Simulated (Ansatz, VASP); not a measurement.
**Mo (Mo wire along [110], 11 atoms a period) in two plane-wave programs**

One calculation is typed for both programs; each brings its own data sets. How far apart do they land? Of the first pair: The structure shown is the start of the Ansatz relaxation below; VASP solves that cell, so the two are compared at the walk's first step.

Calculated with Ansatz 0.2.0; plane waves, with VASP 6.6.1 beside it; single point at PBE.

## Step 1: Set-up

The cell holds 11 atoms: 11 Mo. Cell: a = 13.120 Å, b = 11.269 Å, c = 4.469 Å, α = 90.0°, β = 90.0°, γ = 90.0°. Vacuum lies along a and b. The structure's axis is c.

## Step 2: Ansatz: relaxation, PBE

Ansatz runs on its PAW soft_1 files.

The two programs are compared at the cell with which this relaxation starts, whose forces are those of its first step.

Contents of input.yaml:

```yaml
crystal:
  lattice:
    - [13.12, 0.0, 0.0]
    - [0.0, 11.269, 0.0]
    - [0.0, 0.0, 4.4689148571]
  atoms:
    - { symbol: Mo, position: [0.259146341, 0.499996222, 0.0] }
    - { symbol: Mo, position: [0.379573171, 0.698279781, 0.0] }
    - { symbol: Mo, position: [0.5, 0.499996222, 0.0] }
    - { symbol: Mo, position: [0.620426829, 0.698279781, 0.0] }
    - { symbol: Mo, position: [0.740853659, 0.499996222, 0.0] }
    - { symbol: Mo, position: [0.379573171, 0.499996222, 0.5] }
    - { symbol: Mo, position: [0.5, 0.301712663, 0.5] }
    - { symbol: Mo, position: [0.5, 0.698279781, 0.5] }
    - { symbol: Mo, position: [0.620426829, 0.499996222, 0.5] }
    - { symbol: Mo, position: [0.379573171, 0.301712663, 0.0] }
    - { symbol: Mo, position: [0.620426829, 0.301712663, 0.0] }
kpoints:
  mp_grid: { grid: [1, 1, 18] }
scf:
  occupations: { method: fermi_dirac, width: 0.05 }
hamiltonian:
  xc: pbe
  pseudopotentials: { kind: paw, azcp: { folder: soft_1 } }
relax:
  cell: { fix: [a, b, alpha, beta, gamma] }
  max_steps: 45
  f_tol: 0.03
```

The run is started by

```bash
$ ansatz run input.yaml --threads 4 --pin off --max-ram 16384MiB --backend cpu --events-out ev --progress --plain --runs-dir out
```

Numbers of over 12 decimals in the logs are rounded to 6 here.

What it wrote:

```text
Engine: ansatz 0.2.0, aarch64-unknown-linux-gnu
Pseudopotentials: kind: paw
Pseudopotential: Mo, paw, valence charge 14, recommended cutoff 420 eV (normal), soft_1/Mo.paw.azcp
Functional definition: PBE
  parameter kappa = 0.804
  parameter beta = 0.066725
  exchange = pbe_x(kappa = kappa, mu = beta*pi^2/3)
  correlation = pbe_c(beta = beta)
Crystal: 11 atoms, lattice volume = 660.726 Å³
Basis set: ecut = 420 eV, 12933 PW (Γ), exchange–correlation on 180×160×60 points (8 copies of the dense FFT grid, shifted against one another)
Bands: 93, of which v1, the nominal top of the filled ones, is band 77 counted from 1 (76 counted from 0)
Symmetry: 8 space group operations
Space group: Pmmm (ITA 47), of the structure as read, at distance tolerance 8.7e-5 Å
k-points: 10 of 18
Non-local potential: Mo, projectors of the file, l = 0: 3, l = 1: 2, l = 2: 2, l = 3: 1
PAW form: soft (Blöchl's): semilocal exchange-correlation on the pseudo side does not see the compensation charge
PAW one-centre angular grid: Mo, 590 points (default); XC on 64 Gauss nodes
Initial density: superposition of atomic densities (neutral atoms: chi_scale 0, normalization atom)
Initial wavefunctions: pseudopotential atomic-orbital guess
Functional: x = pbe(κ = 0.804, μ = 0.219515), c = pbe(β = 0.066725)
SCF iter   1: F=—  HF=-54507.126969 eV  |F-HF|=—  |Δ(HF+E_count)|=         —  Δρ=5.63e-2  dr2=7.51e1  ethr=3.10e-3  ⟨swp⟩=10.2  Hψ=4016  notcnv=0
preconditioner: auto → LDOS  [metal: Δε(μ)=0.041 eV  Ē_g=3.571 eV  σ=0.050 eV  W_gap=0.20  n_scr=112 (ndim 8)  ℏωp=11.7 eV  f_vac=0.534  D(μ)=13.68/eV (n_scr^D=88)  β→1.0]
SCF iter   2: F=—  HF=-54505.851612 eV  |F-HF|=—  |Δ(HF+E_count)|=    1.28e0  Δρ=6.51e-2  dr2=1.32e2  ethr=3.10e-3  ⟨swp⟩=6.2  Hψ=3110  notcnv=0
SCF iter   3: F=—  HF=-54495.112782 eV  |F-HF|=—  |Δ(HF+E_count)|=    1.07e1  Δρ=1.32e-2  dr2=3.38e0  ethr=3.10e-3  ⟨swp⟩=4.2  Hψ=2548  notcnv=0
SCF iter   4: F=—  HF=-54494.917024 eV  |F-HF|=—  |Δ(HF+E_count)|=   1.96e-1  Δρ=5.25e-3  dr2=7.73e-1  ethr=2.19e-3  ⟨swp⟩=3.0  Hψ=1190  notcnv=0
SCF iter   5: F=—  HF=-54494.863587 eV  |F-HF|=—  |Δ(HF+E_count)|=   5.34e-2  Δρ=2.53e-3  dr2=7.25e-2  ethr=5.02e-4  ⟨swp⟩=2.9  Hψ=1456  notcnv=0
SCF iter   6: F=—  HF=-54494.864984 eV  |F-HF|=—  |Δ(HF+E_count)|=   1.40e-3  Δρ=1.50e-3  dr2=3.24e-2  ethr=4.71e-5  ⟨swp⟩=4.0  Hψ=1497  notcnv=0  defer=1
SCF iter   7: F=—  HF=-54494.864184 eV  |F-HF|=—  |Δ(HF+E_count)|=   8.00e-4  Δρ=6.69e-4  dr2=6.02e-3  ethr=2.10e-5  ⟨swp⟩=2.0  Hψ=1187  notcnv=0
SCF iter   8: F=—  HF=-54494.863893 eV  |F-HF|=—  |Δ(HF+E_count)|=   2.91e-4  Δρ=1.67e-4  dr2=5.56e-4  ethr=3.91e-6  ⟨swp⟩=2.1  Hψ=1240  notcnv=0
SCF iter   9: F=—  HF=-54494.863908 eV  |F-HF|=—  |Δ(HF+E_count)|=   1.57e-5  Δρ=7.80e-5  dr2=1.46e-4  ethr=3.61e-7  ⟨swp⟩=2.7  Hψ=1324  notcnv=0
SCF iter  10: F=—  HF=-54494.863909 eV  |F-HF|=—  |Δ(HF+E_count)|=   7.01e-7  Δρ=4.18e-5  dr2=3.93e-5  ethr=9.49e-8  ⟨swp⟩=2.0  Hψ=1282  notcnv=0
SCF iter  11: F=—  HF=-54494.863755 eV  |F-HF|=—  |Δ(HF+E_count)|=   1.54e-4  Δρ=1.43e-5  dr2=1.86e-6  ethr=2.55e-8  ⟨swp⟩=2.0  Hψ=1251  notcnv=0
SCF iter  12: F=—  HF=-54494.863756 eV  |F-HF|=—  |Δ(HF+E_count)|=   7.08e-7  Δρ=1.01e-5  dr2=1.81e-6  ethr=1.21e-9  ⟨swp⟩=3.5  Hψ=1884  notcnv=0
SCF iter  13: F=—  HF=-54494.863756 eV  |F-HF|=—  |Δ(HF+E_count)|=   4.10e-8  Δρ=3.95e-6  dr2=2.56e-7  ethr=1.17e-9  ⟨swp⟩=2.0  Hψ=1194  notcnv=0
SCF iter  14: F=-54494.863756 eV  HF=-54494.863756 eV  |F-HF|=2.78e-9  |Δ(HF+E_count)|=   1.80e-8  Δρ=8.96e-7  dr2=8.67e-9  ethr=6.49e-11  ⟨swp⟩=5.5  Hψ=2893  notcnv=0
SCF 1 converged in 14 iterations: F = -54494.863756 eV  dr2 = 8.67e-9
  greatest PAW one-centre occupation: 0.999 electrons in one spin orbital (limit 2), on the Mo atom at site 2 (counted from 0), in its partial waves of l = 0
relax step   1: F+E_penalty+E_count = -54494.86375572 eV  Δ(F+E_penalty+E_count) = +0.000e0 eV  max|allowed force component| = 3.633e0 eV/Å  Δτ_max = 0.0000 Å  P = -6.844 GPa  Ω = 660.726 Å³  fix = [a, b, alpha, beta, gamma]  reactions: a -6.425, b -6.530 GPa  (14 SCF iters, dr2 threshold 1.00e-7 eV, accepted)
[...]
relax step   6: F+E_penalty+E_count = -54497.94900678 eV  Δ(F+E_penalty+E_count) = -1.240e-2 eV  max|allowed force component| = 4.883e-2 eV/Å  Δτ_max = 0.0271 Å  P = -0.078 GPa  Ω = 627.053 Å³  energy of the carried Pulay correction = +1.877e-3 eV  fix = [a, b, alpha, beta, gamma]  reactions: a -0.030, b -0.034 GPa  (7 SCF iters, dr2 threshold 1.10e-6 eV, accepted)
[...]
relax step   7: F+E_penalty+E_count = -54497.95084542 eV  Δ(F+E_penalty+E_count) = -1.839e-3 eV  max|allowed force component| = 1.603e-2 eV/Å  Δτ_max = 0.0057 Å  P = -0.039 GPa  Ω = 625.246 Å³  energy of the carried Pulay correction = +1.980e-3 eV  fix = [a, b, alpha, beta, gamma]  reactions: a -0.023, b -0.072 GPa  (7 SCF iters, dr2 threshold 1.49e-7 eV, accepted)
[...]
relax step   8: F+E_penalty+E_count = -54497.94845690 eV  Δ(F+E_penalty+E_count) = +2.389e-3 eV  max|allowed force component| = 1.613e-2 eV/Å  Δτ_max = 0.0000 Å  P = -0.036 GPa  Ω = 625.246 Å³  fix = [a, b, alpha, beta, gamma]  reactions: a -0.019, b -0.069 GPa  stress off target by 2.03e-2 GPa on what of the cell is left free  SCF on the basis re-selected at this cell (its energy is not comparable with the rows above)  (9 SCF iters)
basis re-selected at this cell: Δ(F+E_penalty+E_count) = +2.389e-3 eV, ΔP = +0.002 GPa vs the last step (what re-selecting the basis moved, of the pressure what is left beyond the Pulay correction that the steps carried, after the strain that the cell walked since its last selection, with what the two solves' SCF thresholds leave and, on support functions, any second-order correction that the steps lacked; it is no m [...]
SCF converged after 9 iterations
Free energy (F): -54497.948457 eV
Harris-Foulkes:  -54497.948457 eV  (|F-HF|=0.00e0)
Internal energy: -54497.845957 eV  (E = F + TS)
E sigma→0 (E₀):  -54497.897207 eV
Entropy (-TS):   -0.102500 eV (-9.318 meV/atom)
Fermi energy:    3.405550 eV
--- Per-component energies (eV) ---
  E_band       = -3291.891648
  E_kinetic    = 4647.231915
  E_local      = -65981.052428  (includes V_loc(G=0)·N_el)
  E_nonlocal   = 1659.364507
  E_hartree    = 30275.374727
  E_xc         = -1923.173699
  E_vxc        = -2395.583479  (∫ρ·V_xc dr)
  E_paw        = -35340.118925  (= ΣΔE_a)
  E_vpaw       = -1772.601506  (= ΣTr[D̂ρ^β])
  E_aug_tail   = 0.000549  (compensation charges beyond the density's cutoff)
  E_ewald      = 12164.527398
  E_smearing   = -0.102500  (= −TS)
  E_closure    = 0.000000  (closes the sum)
  Σ components = -54497.948457   (vs F -54497.948457, Δ=0.00e0)
--- Forces (eV/Å), atoms counted from 1 ---
  atom   1  Mo     0.00090982     0.00000000     0.00000000
  atom   2  Mo    -0.00150875     0.01613435     0.00000000
  atom   3  Mo    -0.00000000     0.00000000     0.00000000
  atom   4  Mo     0.00150875     0.01613435     0.00000000
  atom   5  Mo    -0.00090982    -0.00000000    -0.00000000
  atom   6  Mo    -0.00376902    -0.00000000    -0.00000000
  atom   7  Mo    -0.00000000    -0.00753588    -0.00000000
  atom   8  Mo     0.00000000     0.00753588     0.00000000
  atom   9  Mo     0.00376902     0.00000000     0.00000000
  atom  10  Mo    -0.00150875    -0.01613435    -0.00000000
  atom  11  Mo     0.00150875    -0.01613435    -0.00000000
  max |Σ_I F_I| component: 6.94e-18 eV/Å
--- Stress (GPa, compression-positive) ---
       -0.019404      -0.000000      -0.000000
       -0.000000      -0.069450      -0.000000
       -0.000000      -0.000000      -0.020292
  P = ⅓ Tr σ = -0.0364 GPa (-0.364 kbar)
--- Relaxed structure (7 steps of the walk, 7 accepted, 1 SCFs on fresh bases) ---
  F+E_penalty+E_count = -54497.94845690 eV   max|allowed force component| = 1.613e-2 eV/Å   (the final SCF, on the basis selected at the relaxed cell)
  cell:  # Å, volume = 625.2461 Å³
    - [13.12, 0, 0]
    - [0, 11.269, 0]
    - [0, 0, 4.228942]
  atoms:
    - { symbol: Mo, position: [0.276945, 0.499996, 0.0] }
    - { symbol: Mo, position: [0.388396, 0.693290, 0.0] }
    - { symbol: Mo, position: [0.500000, 0.499996, 0.0] }
    - { symbol: Mo, position: [0.611604, 0.693290, 0.0] }
    - { symbol: Mo, position: [0.723055, 0.499996, 0.0] }
    - { symbol: Mo, position: [0.370177, 0.499996, 0.500000] }
    - { symbol: Mo, position: [0.500000, 0.319804, 0.500000] }
    - { symbol: Mo, position: [0.500000, 0.680188, 0.500000] }
    - { symbol: Mo, position: [0.629823, 0.499996, 0.500000] }
    - { symbol: Mo, position: [0.388396, 0.306702, 0.0] }
    - { symbol: Mo, position: [0.611604, 0.306702, 0.0] }
```

## Step 3: VASP: single point, PBE, start cell, pair 1

The same cell, functional, mesh and smearing now go to VASP, with its own data sets.

Lines of VASP's logs that name or quote its potential files are left out, and so is its time.

Contents of INCAR:

```
SYSTEM = Mo
PREC = Accurate
ENCUT = 400
EDIFF = 1E-06
NELM = 120
ISMEAR = -1
SIGMA = 0.05
LREAL = .FALSE.
ALGO = Normal
GGA = PE
NBANDS = 95
LASPH = .TRUE.
LORBIT = 11
LWAVE = .FALSE.
LCHARG = .FALSE.
ISIF = 2
GGA_COMPAT = .FALSE.
KPAR = 2
```

Contents of POSCAR:

```
Mo
1.0
   13.1200000000      0.0000000000      0.0000000000
    0.0000000000     11.2690000000      0.0000000000
    0.0000000000      0.0000000000      4.4689150000
Mo
11
Direct
    0.2591463415      0.4999961842      0.0000000000
    0.3795731707      0.6982797497      0.0000000000
    0.5000000000      0.4999961842      0.0000000000
    0.6204268293      0.6982797497      0.0000000000
    0.7408536585      0.4999961842      0.0000000000
    0.3795731707      0.4999961842      0.5000000000
    0.5000000000      0.3017126187      0.5000000000
    0.5000000000      0.6982797497      0.5000000000
    0.6204268293      0.4999961842      0.5000000000
    0.3795731707      0.3017126187      0.0000000000
    0.6204268293      0.3017126187      0.0000000000
```

Contents of KPOINTS:

```
Automatic mesh
0
Gamma
1 1 18
0 0 0
```

PAW data sets: Mo_sv (PBE family, release 64).

The run is started by

```bash
$ mpirun -np 2 vasp_std
```

What it wrote:

```text
[banner, memory and clock lines left out]
running    2 mpi-ranks, on    1 nodes
 distrk:  each k-point on    1 cores,    2 groups
 distr:  one band on    1 cores,    1 groups

 POSCAR found type information on POSCAR Mo
 POSCAR found :  1 types and      11 ions
 LDA part: xc-table for (Slater+PW92), standard interpolation
 POSCAR, INCAR and KPOINTS ok, starting setup
 FFT: planning ... GRIDC
 FFT: planning ... GRID_SOFT
 FFT: planning ... GRID
 WAVECAR not read
 entering main loop
       N       E                     dE             d eps       ncg     rms          rms(c)
DAV:   1     0.109661651591E+04    0.10966E+04   -0.87811E+04  2844   0.115E+03
DAV:   2    -0.529323948400E+02   -0.11495E+04   -0.11136E+04  2212   0.352E+02
DAV:   3    -0.107582282701E+03   -0.54650E+02   -0.52059E+02  2416   0.561E+01
DAV:   4    -0.110982120195E+03   -0.33998E+01   -0.32716E+01  2664   0.952E+00
DAV:   5    -0.111130963525E+03   -0.14884E+00   -0.14566E+00  2568   0.174E+00    0.309E+01
DAV:   6    -0.108765766213E+03    0.23652E+01   -0.10782E+02  2544   0.301E+01    0.237E+01
DAV:   7    -0.104509842806E+03    0.42559E+01   -0.10829E+02  2522   0.254E+01    0.163E+01
DAV:   8    -0.991656554108E+02    0.53442E+01   -0.35123E+01  2592   0.137E+01    0.618E+00
DAV:   9    -0.987927770832E+02    0.37288E+00   -0.27440E+00  2624   0.496E+00    0.397E+00
DAV:  10    -0.987687194054E+02    0.24058E-01   -0.17321E-01  2544   0.142E+00    0.354E+00
DAV:  11    -0.988296942437E+02   -0.60975E-01   -0.53187E-01  2536   0.262E+00    0.383E+00
DAV:  12    -0.987183569703E+02    0.11134E+00   -0.10267E+00  2536   0.316E+00    0.201E+00
DAV:  13    -0.986668166991E+02    0.51540E-01   -0.35898E-01  2624   0.234E+00    0.731E-01
DAV:  14    -0.986609489643E+02    0.58677E-02   -0.34668E-02  2616   0.696E-01    0.366E-01
DAV:  15    -0.986668829738E+02   -0.59340E-02   -0.18013E-02  2394   0.482E-01    0.242E-01
DAV:  16    -0.986673346169E+02   -0.45164E-03   -0.19404E-03  2376   0.179E-01    0.142E-01
DAV:  17    -0.986700940182E+02   -0.27594E-02   -0.19426E-03  2244   0.122E-01    0.740E-02
DAV:  18    -0.986719247448E+02   -0.18307E-02   -0.72736E-04  2456   0.744E-02    0.364E-02
DAV:  19    -0.986731725756E+02   -0.12478E-02   -0.21372E-04  2328   0.426E-02    0.191E-02
DAV:  20    -0.986734824429E+02   -0.30987E-03   -0.61483E-05  2488   0.264E-02    0.140E-02
DAV:  21    -0.986735808833E+02   -0.98440E-04   -0.20087E-05  1928   0.150E-02    0.500E-03
DAV:  22    -0.986736227652E+02   -0.41882E-04   -0.83762E-06  1792   0.576E-03    0.387E-03
DAV:  23    -0.986736275519E+02   -0.47867E-05   -0.28719E-06  1616   0.449E-03    0.963E-04
DAV:  24    -0.986736275676E+02   -0.15687E-07   -0.43574E-07  1408   0.172E-03
   1 F= -.98673628E+02 E0= -.98583617E+02  d E =-.180021E+00
```

From OUTCAR (step 3):

```text
ion  position               nearest neighbor table
   1  0.259  0.500  0.000-   2 2.74  10 2.74   6 2.74   6 2.74   3 3.16
   2  0.380  0.698  0.000-   1 2.74   3 2.74   8 2.74   8 2.74   4 3.16   6 3.16   6 3.16
   3  0.500  0.500  0.000-   2 2.74   4 2.74  10 2.74  11 2.74   6 2.74   9 2.74   6 2.74   9 2.74
                             1 3.16   5 3.16   8 3.16   7 3.16   8 3.16   7 3.16
   4  0.620  0.698  0.000-   5 2.74   3 2.74   8 2.74   8 2.74   2 3.16   9 3.16   9 3.16
   5  0.741  0.500  0.000-   4 2.74  11 2.74   9 2.74   9 2.74   3 3.16
   6  0.380  0.500  0.500-   1 2.74   1 2.74   8 2.74   7 2.74   3 2.74   3 2.74   9 3.16   2 3.16
                             2 3.16  10 3.16  10 3.16
   7  0.500  0.302  0.500-   6 2.74   9 2.74  10 2.74  11 2.74  10 2.74  11 2.74   3 3.16   3 3.16

  LATTYP: Found a simple orthorhombic cell.
 ALAT       =     4.4689150000
 B/A-ratio  =     2.5216411590
 C/A-ratio  =     2.9358356559

 Subroutine GETGRP returns: Found  8 space group operations
 (whereof  4 operations were pure point group operations)

The static configuration has the point symmetry C_2v.
 The point group associated with its full space group is D_2h.

 Found     10 irreducible k-points:

   k-points           NKPTS =     10   k-points in BZ     NKDIM =     10   number of bands    NBANDS=     95

   dimension x,y,z NGX =    90 NGY =   80 NGZ =   30
   dimension x,y,z NGXF=   180 NGYF=  160 NGZF=   60

   ENCUT  =  400.0 eV  29.40 Ry    5.42 a.u.  21.40 18.38  7.29*2*pi/ulx,y,z

   NELECT =     154.0000    total number of electrons

 k-points in reciprocal lattice and weights: Automatic mesh
   0.00000000  0.00000000  0.00000000       0.056
   0.00000000  0.00000000  0.05555556       0.111
   0.00000000  0.00000000  0.11111111       0.111
   0.00000000  0.00000000  0.16666667       0.111
   0.00000000  0.00000000  0.22222222       0.111
   0.00000000  0.00000000  0.27777778       0.111
   0.00000000  0.00000000  0.33333333       0.111
   0.00000000  0.00000000  0.38888889       0.111
   0.00000000  0.00000000  0.44444444       0.111
   0.00000000  0.00000000  0.50000000       0.056

 average (electrostatic) potential at core
       1 -80.8941       2 -81.0425       3 -81.3423       4 -81.0425       5 -80.8941
       6 -81.2751       7 -80.9110       8 -80.9110       9 -81.2751      10 -81.0425
      11 -81.0425

 E-fermi :   0.8243

 k-point     1 :       0.0000    0.0000    0.0000
  band No.  band energies     occupation
    ...
     74       0.1137      2.00000
     75       0.1650      2.00000
     76       0.4929      1.99736
     77       0.6989      1.84942
     78       0.7856      1.36830
     79       0.8978      0.37370
     80       0.9586      0.12761
     81       1.0395      0.02665
     82       1.2302      0.00060
     83       1.3026      0.00014
    ...

 k-point     2 :       0.0000    0.0000    0.0556
  band No.  band energies     occupation
    ...
     74       0.1004      2.00000
     75       0.2390      1.99998
     76       0.5089      1.99636
     77       0.7053      1.83061
     78       0.7901      1.32944
     79       0.9039      0.33802
     80       0.9795      0.08584
     81       1.0420      0.02539
     82       1.2457      0.00044
     83       1.3068      0.00013
    ...

 k-point     3 :       0.0000    0.0000    0.1111
  band No.  band energies     occupation
    ...
     74       0.0554      2.00000
     75       0.3680      1.99978
     76       0.5661      1.98863
     77       0.7321      1.72658
     78       0.7996      1.24173
     79       0.9235      0.24188
     80       1.0232      0.03673
     81       1.0510      0.02123
     82       1.2864      0.00019
     83       1.3190      0.00010
    ...

  Total      -27.2891567    -27.7867798    -31.9573390      0.0000000      0.0000000      0.0000000
  in kB      -66.1727814    -67.3794549    -77.4925378      0.0000000      0.0000000      0.0000000
  external PRESSURE =     -70.3482581 kB  Pullay stress =       0.0000000 kB

  energy-cutoff  :      400.00
  volume of cell :      660.73
      direct lattice vectors                 reciprocal lattice vectors
    13.120000000  0.000000000  0.000000000     0.076219512  0.000000000  0.000000000
     0.000000000 11.269000000  0.000000000     0.000000000  0.088739019  0.000000000
     0.000000000  0.000000000  4.468915000     0.000000000  0.000000000  0.223767962

 POSITION                                       TOTAL-FORCE (eV/Angst)
 -----------------------------------------------------------------------------------
      3.40000      5.63446      0.00000         3.607786      0.000000      0.000000
      4.98000      7.86891      0.00000         0.988480     -1.803658      0.000000
      6.56000      5.63446      0.00000        -0.000000     -0.000000      0.000000
      8.14000      7.86891      0.00000        -0.988480     -1.803658      0.000000
      9.72000      5.63446      0.00000        -3.607786      0.000000      0.000000
      4.98000      5.63446      2.23446        -0.909569      0.000000      0.000000
      6.56000      3.40000      2.23446        -0.000000      2.097763      0.000000
      6.56000      7.86891      2.23446        -0.000000     -2.097763      0.000000
      8.14000      5.63446      2.23446         0.909569      0.000000      0.000000
      4.98000      3.40000      0.00000         0.988480      1.803658      0.000000
      8.14000      3.40000      0.00000        -0.988480      1.803658     -0.000000
 -----------------------------------------------------------------------------------
    total drift:                                0.000000     -0.000000      0.000000

  FREE ENERGIE OF THE ION-ELECTRON SYSTEM (eV)
  ---------------------------------------------------
  free  energy   TOTEN  =       -98.6736275676 eV

  energy  without entropy=      -98.4936064599  energy(sigma->0) =      -98.58361701

 total charge
# of ion       s       p       d       tot
------------------------------------------
    1        2.373   6.010   3.967  12.350
    2        2.335   6.052   3.883  12.271
    3        2.368   6.189   3.854  12.411
    4        2.335   6.052   3.883  12.271
    5        2.373   6.010   3.967  12.350
    6        2.357   6.147   3.797  12.300
    7        2.384   6.125   3.843  12.352
    8        2.384   6.125   3.843  12.352
    9        2.357   6.147   3.797  12.300
   10        2.335   6.052   3.883  12.271
   11        2.335   6.052   3.883  12.271
--------------------------------------------------
tot         25.937  66.962  42.599 135.499

[... 3 further parts left out ...]
```

## Step 4: Comparison

Known differences besides the potentials themselves: the cutoff is 420 eV in Ansatz and 400 eV in VASP. Total energies have different zeros and are not compared.

Forces on 7 of the 11 atoms, those with the largest forces and the largest differences (eV/Å; atoms numbered as in POSCAR):

```tsv
atom	Ansatz x, y, z	VASP x, y, z
Mo1	3.633, 0.000, 0.000	3.608, 0.000, 0.000
Mo2	1.006, -1.819, 0.000	0.988, -1.804, 0.000
Mo4	-1.006, -1.819, 0.000	-0.988, -1.804, 0.000
Mo5	-3.633, 0.000, 0.000	-3.608, 0.000, 0.000
Mo7	0.000, 2.123, 0.000	0.000, 2.098, 0.000
Mo8	0.000, -2.123, 0.000	0.000, -2.098, 0.000
Mo11	-1.006, 1.819, 0.000	-0.988, 1.804, 0.000
```

The forces differ by 13 meV/Å r.m.s., which is 1.0 % of the r.m.s. force of 1.272 eV/Å (both taken over all components).

(Continued in part 2 of 2.)

[Lines on the potential files, build, host, timing and source positions are cut from VASP's logs without a mark.]

[Logs are printed without paths, hosts, clocks, repeated set-up lines and the standing remarks that a program may print on its own settings, such as how far it seeks lower states.]

[Hosts, paths, dates, database ids (printed as entryN), source tags and the programs' standing remarks are cut or masked in the printed files.]
